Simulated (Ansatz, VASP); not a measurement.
**Two plane-wave programs on CsBa3**

```
CELL_PARAMETERS angstrom
0.00000 5.32369 5.32369
5.32369 0.00000 5.32369
5.32369 5.32369 0.00000
ATOMIC_POSITIONS crystal
Ba 0.50000 0.50000 0.50000
Ba 0.75000 0.75000 0.75000
Ba 0.25000 0.25000 0.25000
Cs 0.00000 0.00000 0.00000
```

Change from the starting cell: volume scaled by 1.06.

Alike in both runs: task single point; functional PBE; k mesh 5 × 5 × 5; occupations fermi-dirac, width 0.05 eV; no spin polarisation.

|  | VASP | Ansatz |
| --- | --- | --- |
| version | VASP 6.6.1 | Ansatz 0.2.0 |
| potentials or method | VASP PAW PBE potentials, release 64 (Ba_sv, Cs_sv) | Ansatz PAW |
| plane-wave cutoff (eV) | 520 | 420 |
| valence electrons in the cell | 39 | 39 |

|  | VASP | Ansatz | Ansatz less VASP |
| --- | --- | --- | --- |
| gap on the k mesh at the Fermi level (eV) | none | none | - |
| pressure (GPa) | -0.3 | -0.3 | -0.01 |

A gap of «none» marks a metal or a gap that the smearing closes.

The runs have no spin-orbit coupling, so splittings on Ba, Cs are missing.
